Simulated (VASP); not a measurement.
Energy against volume of Ca (fcc). All values below come from PBE GGA with D3 dispersion (Becke-Johnson damping), VASP's PBE PAW potentials (set 64) (plane waves; VASP). Run with 520 eV cut-off, 12×12×12 Γ-centred mesh, first-order Methfessel-Paxton smearing of 0.10 eV, potentials Ca_sv.

```csv
V (Å³/atom),E (eV/atom)
38.948,-2.15923
40.153,-2.16175
41.358,-2.16019
42.562,-2.15498
```

Q: Fit these four points and predict the energy of the run at 37.744 Å³/atom.

A: A cubic in V^(−2/3), the third-order Birch-Murnaghan form, passes through the four points with V0 = 40.27 Å³/atom and B0 = 18 GPa, and gives -2.1522 eV/atom there. The run gave -2.1522 eV/atom, -0.0 meV/atom from the fit; all five points give B0 = 18 GPa.

The compound is Ca in the fcc structure. It was relaxed first, which changed the volume by -7 %.
